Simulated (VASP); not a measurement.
Input:

```yaml
crystal:
  lattice:
    - [2.49209, 0.00000, 0.00000]
    - [0.00000, 2.49209, 0.00000]
    - [0.00000, 0.00000, 2.49209]
  atoms:
    - { symbol: Ru, position: [0.00000, 0.00000, 0.00000] }
```

Method: r2SCAN meta-GGA, VASP's PBE PAW potentials (set 64) (plane waves; VASP). Settings: 480 eV cut-off, 14×14×14 Γ-centred mesh, first-order Methfessel-Paxton smearing of 0.10 eV, potentials Ru_pv.

Each row applies one change to this cell, which was relaxed at other settings and keeps the small stress of the first row; at a fixed cut-off the stress holds a Pulay part, so it need not integrate to ΔE exactly. Stress is in GPa, positive when the cell is compressed.

```json
[
 {"change": "none", "ΔE (meV/atom)": "0.0", "σxx": "0.87", "σyy": "0.87", "σzz": "0.87", "largest shear component, with its sign (GPa)": "0.00", "largest force (eV/Å)": "0.000"},
 {"change": "isotropic strain of -4.0 %", "ΔE (meV/atom)": "(withheld)", "σxx": "(withheld)", "σyy": "(withheld)", "σzz": "(withheld)", "largest shear component, with its sign (GPa)": "(withheld)", "largest force (eV/Å)": "(withheld)"},
 {"change": "uniaxial strain of -0.5 % along x", "ΔE (meV/atom)": "0.9", "σxx": "2.44", "σyy": "1.97", "σzz": "1.97", "largest shear component, with its sign (GPa)": "0.00", "largest force (eV/Å)": "0.000"},
 {"change": "biaxial strain of +1.0 % in the xz plane", "ΔE (meV/atom)": "2.9", "σxx": "-3.86", "σyy": "-3.45", "σzz": "-3.86", "largest shear component, with its sign (GPa)": "0.00", "largest force (eV/Å)": "0.000"},
 {"change": "uniaxial strain of +1.0 % along y", "ΔE (meV/atom)": "0.6", "σxx": "-1.15", "σyy": "-2.07", "σzz": "-1.15", "largest shear component, with its sign (GPa)": "0.00", "largest force (eV/Å)": "0.000"},
 {"change": "uniaxial strain of +1.0 % along x", "ΔE (meV/atom)": "0.6", "σxx": "-2.07", "σyy": "-1.15", "σzz": "-1.15", "largest shear component, with its sign (GPa)": "0.00", "largest force (eV/Å)": "0.000"},
 {"change": "biaxial strain of -1.0 % in the yz plane", "ΔE (meV/atom)": "(withheld)", "σxx": "(withheld)", "σyy": "(withheld)", "σzz": "(withheld)", "largest shear component, with its sign (GPa)": "(withheld)", "largest force (eV/Å)": "(withheld)"},
 {"change": "uniaxial strain of -1.0 % along x", "ΔE (meV/atom)": "2.4", "σxx": "4.01", "σyy": "3.17", "σzz": "3.17", "largest shear component, with its sign (GPa)": "0.00", "largest force (eV/Å)": "0.000"}
]
```

### Question
Complete the blanks.

### Answer

- isotropic strain of -4.0 %, ΔE (meV/atom): 209.4
- isotropic strain of -4.0 %, σxx: 40.88
- isotropic strain of -4.0 %, σyy: 40.88
- isotropic strain of -4.0 %, σzz: 40.88
- isotropic strain of -4.0 %, largest shear component, with its sign (GPa): 0.00
- isotropic strain of -4.0 %, largest force (eV/Å): 0.000
- biaxial strain of -1.0 % in the yz plane, ΔE (meV/atom): 7.2
- biaxial strain of -1.0 % in the yz plane, σxx: 5.15
- biaxial strain of -1.0 % in the yz plane, σyy: 6.56
- biaxial strain of -1.0 % in the yz plane, σzz: 6.56
- biaxial strain of -1.0 % in the yz plane, largest shear component, with its sign (GPa): 0.00
- biaxial strain of -1.0 % in the yz plane, largest force (eV/Å): 0.000

Failed runs are left out, and for metals the shear rows, which the mesh's noise covers.

The structure was generated: Ru was put into the simple-cubic type (Pm-3m), which need not be its known phase.
